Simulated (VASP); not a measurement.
The input files of a VASP run:

### POSCAR
```
Be
1
    1.1450000000    -1.9831980000     0.0000000000
    1.1450000000     1.9831980000     0.0000000000
    0.0000000000     0.0000000000     3.5800000000
Be
2
Direct
  0.3333330000   0.6666670000   0.2500000000
  0.6666670000   0.3333330000   0.7500000000
```

**KPOINTS**
```
k-points along high-symmetry lines
5
Line-mode
Reciprocal
  0.000000   0.000000   0.000000 ! GAMMA
  0.000000   0.500000   0.000000 ! M

  0.000000   0.500000   0.000000 ! M
 -0.333333   0.666667   0.000000 ! K

 -0.333333   0.666667   0.000000 ! K
  0.000000   0.000000   0.000000 ! GAMMA

  0.000000   0.000000   0.000000 ! GAMMA
  0.000000   0.000000   0.500000 ! A

  0.000000   0.000000   0.500000 ! A
  0.000000   0.500000   0.500000 ! L

  0.000000   0.500000   0.500000 ! L
 -0.333333   0.666667   0.500000 ! H

 -0.333333   0.666667   0.500000 ! H
  0.000000   0.000000   0.500000 ! A

  0.000000   0.500000   0.500000 ! L
  0.000000   0.500000   0.000000 ! M

 -0.333333   0.666667   0.500000 ! H
 -0.333333   0.666667   0.000000 ! K
```

**INCAR**
```
SYSTEM = Be
PREC = Accurate
ENCUT = 400
EDIFF = 1E-6
NELM = 100
ALGO = Normal
LREAL = .FALSE.
LASPH = .TRUE.
ISMEAR = 1
SIGMA = 0.1
GGA = PE
LWAVE = .FALSE.
LCHARG = .FALSE.
ISIF = 2
```

POTCAR, in this order: Be (PBE.64 set). Program: vasp_std.

Does this input run properly? What does VASP do?

There is a fault: a line-mode KPOINTS file was used for a self-consistent run. The run ends without an error. Against the sound run, the energy per atom (σ→0) rises by 0.461 eV/atom; the pressure increases by 2.71 GPa.

File standard output:
```
 POSCAR found type information on POSCAR Be
 POSCAR found :  1 types and       2 ions
 Reading from existing POTCAR
 Reading from existing POTCAR
 LDA part: xc-table for (Slater+PW92), standard interpolation
 POSCAR, INCAR and KPOINTS ok, starting setup
 WAVECAR not read
 entering main loop
       N       E                     dE             d eps       ncg     rms          rms(c)
DAV:   1    -0.304696337584E+01   -0.30470E+01   -0.14990E+03   558   0.429E+02
DAV:   2    -0.664588886218E+01   -0.35989E+01   -0.33277E+01   864   0.487E+01
DAV:   3    -0.666752209680E+01   -0.21633E-01   -0.21527E-01   696   0.347E+00
DAV:   4    -0.666754000306E+01   -0.17906E-04   -0.17906E-04   738   0.989E-02
DAV:   5    -0.666754007316E+01   -0.70095E-07   -0.70310E-07   702   0.334E-03    0.136E+00
DAV:   6    -0.661720078898E+01    0.50339E-01   -0.66616E-03   630   0.110E+00    0.832E-01
DAV:   7    -0.659637116150E+01    0.20830E-01   -0.78400E-03   600   0.116E+00    0.260E-02
DAV:   8    -0.659634333476E+01    0.27827E-04   -0.13853E-05   726   0.427E-02    0.105E-02
DAV:   9    -0.659633952748E+01    0.38073E-05   -0.48643E-06   612   0.296E-02    0.116E-03
DAV:  10    -0.659633914272E+01    0.38476E-06   -0.17154E-08   444   0.162E-03
   1 F= -.65963391E+01 E0= -.65953243E+01  d E =-.304447E-02
```

### OUTCAR
```
------------------------ aborting loop because EDIFF is reached ----------------------------------------
  FORCE on cell =-STRESS in cart. coord.  units (eV):
  Direction    XX          YY          ZZ          XY          YZ          ZX
  --------------------------------------------------------------------------------------
  Total        1.5895720      1.5895717     -3.2860033     -0.0000000     -0.0000000      0.0000000
  in kB      156.6412718    156.6412442   -323.8127881     -0.0000000     -0.0000000      0.0000000
  external PRESSURE =      -3.5100907 kB  Pullay stress =       0.0000000 kB
  volume of cell :       16.26
      direct lattice vectors                 reciprocal lattice vectors
     1.145000000 -1.983198000  0.000000000     0.436681223 -0.252118044  0.000000000
     1.145000000  1.983198000  0.000000000     0.436681223  0.252118044  0.000000000
     0.000000000  0.000000000  3.580000000     0.000000000  0.000000000  0.279329609
 POSITION                                       TOTAL-FORCE (eV/Angst)
 -----------------------------------------------------------------------------------
      1.14500      0.66107      0.89500         0.000000     -0.000000      0.000000
      1.14500     -0.66107      2.68500        -0.000000      0.000000      0.000000
 -----------------------------------------------------------------------------------
    total drift:                                0.000000     -0.000004      0.000002
  FREE ENERGIE OF THE ION-ELECTRON SYSTEM (eV)
  ---------------------------------------------------
  free  energy   TOTEN  =        -6.5963391427 eV

  energy  without entropy=       -6.5932946735  energy(sigma->0) =       -6.59532432
```
(Selected blocks of OUTCAR.)

To mend it, correct KPOINTS.
File KPOINTS:
```
Automatic mesh
0
Gamma
14 14 8
0 0 0
```
The mended run (PBE GGA, plane waves, VASP's PBE PAW potentials (set 64)) converges, and its OSZICAR ends with
```
   1 F= -.75175487E+01 E0= -.75174499E+01  d E =-.296529E-03
```

The compound is Be in the hcp structure. The cell was not relaxed at this level.
